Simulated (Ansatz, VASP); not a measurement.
**Ge2Sb2Te5: VASP beside Ansatz**

Aim: how closely do two programs agree when they are given the same cell, functional and k mesh? Of the first pair: The structure shown is frame 165 of Ansatz's trajectory.

Calculated with Ansatz 0.2.0; plane waves, with VASP 6.6.1 beside it; single point at PBE.

### 1. The structure

The cell holds 27 atoms: 6 Ge, 6 Sb and 15 Te. Cell: a = 9.535 Å, b = 9.535 Å, c = 9.535 Å, α = 90.0°, β = 90.0°, γ = 90.0°. Kind glass; density_g_cm3 5.9; melt_temperature_k 1800; route random start, relaxed, short melt, two cooling runs, relaxed.

### 2. Ansatz: dynamics, PBE

Ansatz runs on its PAW soft_1 files.

One frame of this run of dynamics is then solved in both programs, so the motion causes no difference.

Input file input.yaml:

```yaml
crystal:
  lattice:
    - [9.5353205541, 0.0, 0.0]
    - [0.0, 9.5353205541, 0.0]
    - [0.0, 0.0, 9.5353205541]
  atoms:
    - { symbol: Ge, position: [0.9900746022, 0.2315257492, 0.6216788367] }
    - { symbol: Ge, position: [0.7492912097, 0.596948445, 0.8831088571] }
    - { symbol: Ge, position: [0.4415269155, 0.5356290415, 0.1612341045] }
    - { symbol: Ge, position: [0.3445222296, 0.7492982691, 0.2604329263] }
    - { symbol: Ge, position: [0.7838036607, 0.8490961363, 1.0179555707] }
    - { symbol: Ge, position: [0.8732633723, 0.9364885501, 0.7170049556] }
    - { symbol: Sb, position: [0.499843263, 0.9388303824, 0.1259927584] }
    - { symbol: Sb, position: [0.3873571694, 0.6474074, 0.5349628861] }
    - { symbol: Sb, position: [0.1170459879, 0.9241070472, 0.1786432224] }
    - { symbol: Sb, position: [0.7443444807, 0.2900121975, 0.2219808094] }
    - { symbol: Sb, position: [0.1681892209, 0.8060446876, 0.7193219182] }
    - { symbol: Sb, position: [0.694116267, 0.6003120055, 0.5890967204] }
    - { symbol: Te, position: [0.7216639721, 0.6124737537, 0.2173001256] }
    - { symbol: Te, position: [0.7611712848, -0.0223462878, 0.2739987809] }
    - { symbol: Te, position: [-0.0311002952, 0.186525767, 0.9150840521] }
    - { symbol: Te, position: [0.61325539, 0.927914922, 0.609520355] }
    - { symbol: Te, position: [0.0877429506, 0.2489225371, 0.2218934879] }
    - { symbol: Te, position: [0.9190166864, 0.7727565681, 0.4736135022] }
    - { symbol: Te, position: [0.6965094618, 0.3120653029, 0.8954927522] }
    - { symbol: Te, position: [0.1570396799, 0.0332234544, 0.4941383363] }
    - { symbol: Te, position: [0.261780088, 1.0096983116, 0.9081446315] }
    - { symbol: Te, position: [0.4334912452, 0.5879635422, 0.8776721431] }
    - { symbol: Te, position: [0.0827751175, 0.567693445, 0.2081078563] }
    - { symbol: Te, position: [0.0778802116, 0.5171480529, 0.5626878545] }
    - { symbol: Te, position: [0.4267820038, 0.2517599614, 0.1958053861] }
    - { symbol: Te, position: [1.0670740791, 0.5607552753, 0.8947304293] }
    - { symbol: Te, position: [0.7114227424, 0.2714710744, 0.5509998612] }
kpoints:
  mp_grid: { grid: [1, 1, 1] }
scf:
  occupations: { method: fermi_dirac, width: 0.1 }
  n_extra_bands: 19
hamiltonian:
  xc: pbe
  pseudopotentials: { kind: paw, azcp: { folder: soft_1 } }
output:
  forces: true
basis:
  ecutwfc: 320
md:
  timestep: 2.5
  n_steps: 495
  ensemble: nvt_langevin
  temperature: 1800
  seed: 0
```

The run is started by

```bash
ansatz run input.yaml --threads 8 --pin off --max-ram 23552MiB --backend cpu --events-out ev --progress --plain --runs-dir out
```

Numbers of over 12 decimals in the logs are rounded to 6 here.

What it wrote:

```text
Warning: md: disabling space-group detection — thermal motion breaks the input geometry's symmetry, so no spatial operation reduces the k-mesh or symmetrises the density; time reversal is kept, so that k and −k are solved as one point where they differ and the mesh holds both, and exact exchange and, on two spinor components, a DFT+U term hold to it where the run has them: on two components no moment then forms, and  [...]
Warning: basis.ecutwfc = 320 eV is below the records' recommended 420 eV, and the density's cutoff is lower with it unless basis.ecutrho_ratio is high enough to keep the records' density cutoff: compare with a run at a higher cutoff
scf.n_extra_bands = 19 over 207 filled bands (N_el = 414.0): the run solves 226 bands
Engine: ansatz 0.2.0, aarch64-unknown-linux-gnu
Pseudopotentials: kind: paw
Pseudopotential: Ge, paw, valence charge 14, recommended cutoff 420 eV (normal), soft_1/Ge.paw.azcp
Pseudopotential: Sb, paw, valence charge 15, recommended cutoff 420 eV (normal), soft_1/Sb.paw.azcp
Pseudopotential: Te, paw, valence charge 16, recommended cutoff 420 eV (normal), soft_1/Te.paw.azcp
Functional definition: PBE
  parameter kappa = 0.804
  parameter beta = 0.066725
  exchange = pbe_x(kappa = kappa, mu = beta*pi^2/3)
  correlation = pbe_c(beta = beta)
Crystal: 27 atoms, lattice volume = 866.974 Å³
Basis set: ecut = 320 eV, 11123 PW (Γ), exchange–correlation on 120×120×120 points (8 copies of the dense FFT grid, shifted against one another)
Bands: 226, of which v1, the nominal top of the filled ones, is band 207 counted from 1 (206 counted from 0)
Symmetry: 1 space group operations
k-points: 1
Non-local potential: Ge, projectors of the file, l = 0: 2, l = 1: 2, l = 2: 3, l = 3: 1
Non-local potential: Sb, projectors of the file, l = 0: 2, l = 1: 2, l = 2: 2, l = 3: 1
Non-local potential: Te, projectors of the file, l = 0: 2, l = 1: 2, l = 2: 2, l = 3: 1
PAW form: soft (Blöchl's): semilocal exchange-correlation on the pseudo side does not see the compensation charge
PAW one-centre angular grid: Ge, 590 points (default); XC on 64 Gauss nodes
PAW one-centre angular grid: Sb, 590 points (default); XC on 64 Gauss nodes
PAW one-centre angular grid: Te, 590 points (default); XC on 64 Gauss nodes
Initial density: superposition of atomic densities (chi_scale 0.1, normalization cell, long waves kept (reshape's long-wave potential 0.05 eV rms))
Initial wavefunctions: pseudopotential atomic-orbital guess
Functional: x = pbe(κ = 0.804, μ = 0.219515), c = pbe(β = 0.066725)
SCF iter   1: F=—  HF=-169386.207776 eV  |F-HF|=—  |Δ(HF+E_count)|=         —  Δρ=1.76e-2  dr2=9.47e0  ethr=3.10e-3  ⟨swp⟩=6.0  Hψ=864  notcnv=0
preconditioner: auto → Resta (q_TF=auto, 2.412 Å⁻¹)  ε∞=5.5  [insulator: Δε(μ)=0.860 eV  Ē_g=7.165 eV  σ=0.100 eV  W_gap=0.97  n_scr=202 (ndim 8)  ℏωp=15.1 eV  f_vac=0.069  D(μ)=0.68/eV (n_scr^D=0)  ε∞_Penn≈5.5]
SCF iter   2: F=—  HF=-169384.694544 eV  |F-HF|=—  |Δ(HF+E_count)|=    1.51e0  Δρ=9.26e-3  dr2=1.24e0  ethr=2.29e-3  ⟨swp⟩=3.0  Hψ=304  notcnv=0
SCF iter   3: F=—  HF=-169384.495531 eV  |F-HF|=—  |Δ(HF+E_count)|=   1.99e-1  Δρ=3.36e-3  dr2=1.08e-1  ethr=3.00e-4  ⟨swp⟩=2.0  Hψ=322  notcnv=0
SCF iter   4: F=—  HF=-169384.492895 eV  |F-HF|=—  |Δ(HF+E_count)|=   2.64e-3  Δρ=9.55e-4  dr2=1.31e-2  ethr=2.60e-5  ⟨swp⟩=2.0  Hψ=318  notcnv=0
SCF iter   5: F=—  HF=-169384.492390 eV  |F-HF|=—  |Δ(HF+E_count)|=   5.05e-4  Δρ=3.37e-4  dr2=2.41e-3  ethr=3.16e-6  ⟨swp⟩=2.0  Hψ=328  notcnv=0
SCF iter   6: F=—  HF=-169384.493245 eV  |F-HF|=—  |Δ(HF+E_count)|=   8.55e-4  Δρ=1.68e-4  dr2=6.43e-4  ethr=5.82e-7  ⟨swp⟩=2.0  Hψ=328  notcnv=0
SCF iter   7: F=—  HF=-169384.493755 eV  |F-HF|=—  |Δ(HF+E_count)|=   5.10e-4  Δρ=6.27e-5  dr2=1.29e-4  ethr=1.55e-7  ⟨swp⟩=2.0  Hψ=328  notcnv=0
SCF iter   8: F=—  HF=-169384.493872 eV  |F-HF|=—  |Δ(HF+E_count)|=   1.17e-4  Δρ=2.57e-5  dr2=1.93e-5  ethr=3.11e-8  ⟨swp⟩=2.0  Hψ=328  notcnv=0
SCF iter   9: F=—  HF=-169384.494384 eV  |F-HF|=—  |Δ(HF+E_count)|=   5.13e-4  Δρ=1.16e-5  dr2=3.89e-6  ethr=4.67e-9  ⟨swp⟩=2.0  Hψ=365  notcnv=0
SCF iter  10: F=—  HF=-169384.494388 eV  |F-HF|=—  |Δ(HF+E_count)|=   3.83e-6  Δρ=5.34e-6  dr2=9.04e-7  ethr=9.39e-10  ⟨swp⟩=2.0  Hψ=328  notcnv=0
SCF iter  11: F=—  HF=-169384.494389 eV  |F-HF|=—  |Δ(HF+E_count)|=   6.96e-7  Δρ=2.44e-6  dr2=1.51e-7  ethr=2.18e-10  ⟨swp⟩=2.0  Hψ=331  notcnv=0
SCF iter  12: F=-169384.494389 eV  HF=-169384.494389 eV  |F-HF|=1.18e-8  |Δ(HF+E_count)|=   9.18e-8  Δρ=1.05e-6  dr2=2.40e-8  ethr=6.52e-12  ⟨swp⟩=5.0  Hψ=823  notcnv=0
[...]
SCF iter   1: F=—  HF=-169380.193232 eV  |F-HF|=—  |Δ(HF+E_count)|=         —  Δρ=1.13e-4  dr2=9.94e-5  ethr=6.51e-7  ⟨swp⟩=5.0  Hψ=876  notcnv=0
preconditioner: auto → LDOS  [insulator: Δε(μ)=0.266 eV  Ē_g=6.915 eV  σ=0.100 eV  W_gap=0.58  n_scr=202 (ndim 8)  ℏωp=15.1 eV  f_vac=0.062  D(μ)=8.59/eV (n_scr^D=32)  ε∞_Penn≈5.8  β→1.0]
SCF iter   2: F=—  HF=-169380.193259 eV  |F-HF|=—  |Δ(HF+E_count)|=   2.69e-5  Δρ=4.07e-5  dr2=3.94e-5  ethr=2.40e-8  ⟨swp⟩=2.0  Hψ=462  notcnv=0
SCF iter   3: F=—  HF=-169380.193230 eV  |F-HF|=—  |Δ(HF+E_count)|=   2.94e-5  Δρ=1.14e-5  dr2=3.51e-6  ethr=9.52e-9  ⟨swp⟩=2.0  Hψ=409  notcnv=0
SCF iter   4: F=—  HF=-169380.193770 eV  |F-HF|=—  |Δ(HF+E_count)|=   5.40e-4  Δρ=3.30e-6  dr2=1.98e-7  ethr=8.47e-10  ⟨swp⟩=2.0  Hψ=412  notcnv=0
SCF iter   5: F=-169380.193770 eV  HF=-169380.193770 eV  |F-HF|=1.29e-8  |Δ(HF+E_count)|=   2.73e-8  Δρ=1.11e-6  dr2=2.45e-8  ethr=6.52e-12  ⟨swp⟩=5.0  Hψ=832  notcnv=0
SCF 84 converged in 5 iterations: F = -169380.193770 eV  dr2 = 2.45e-8
md step    83: t =   207.50 fs  T =  1427.0 K  F+E_penalty+E_count = -169380.19376980 eV  E_kin = 4.980252 eV  (5 SCF iters)
[... from here on, the SCF cycles and remarks between the steps are left out ...]
md step    84: t =   210.00 fs  T =  1300.5 K  F+E_penalty+E_count = -169380.14842677 eV  E_kin = 4.538805 eV  (5 SCF iters)
md step    85: t =   212.50 fs  T =  1363.5 K  F+E_penalty+E_count = -169380.10652850 eV  E_kin = 4.758753 eV  (6 SCF iters)
md step    86: t =   215.00 fs  T =  1381.7 K  F+E_penalty+E_count = -169380.05248808 eV  E_kin = 4.822249 eV  (5 SCF iters)
md step    87: t =   217.50 fs  T =  1358.2 K  F+E_penalty+E_count = -169380.00913449 eV  E_kin = 4.740280 eV  (5 SCF iters)
md step    88: t =   220.00 fs  T =  1396.1 K  F+E_penalty+E_count = -169379.98748260 eV  E_kin = 4.872349 eV  (6 SCF iters)
md step    89: t =   222.50 fs  T =  1351.6 K  F+E_penalty+E_count = -169379.99093085 eV  E_kin = 4.717174 eV  (6 SCF iters)
md step    90: t =   225.00 fs  T =  1395.0 K  F+E_penalty+E_count = -169380.02488861 eV  E_kin = 4.868747 eV  (7 SCF iters)
SCF iter   1: F=—  HF=-169380.093799 eV  |F-HF|=—  |Δ(HF+E_count
```

Reading the cycles: dr2 is the Hartree energy of the density residual (eV), the measure of convergence; HF is the Harris–Foulkes estimate of the energy, which meets the free energy F at convergence.

(Part 1 of 3 ends here.)

[Lines on the potential files, build, host, timing and source positions are cut from VASP's logs without a mark.]

[Logs are printed without paths, hosts, clocks, repeated set-up lines and the standing remarks that a program may print on its own settings, such as how far it seeks lower states.]

[Hosts, paths, dates, database ids (printed as entryN), source tags and the programs' standing remarks are cut or masked in the printed files.]
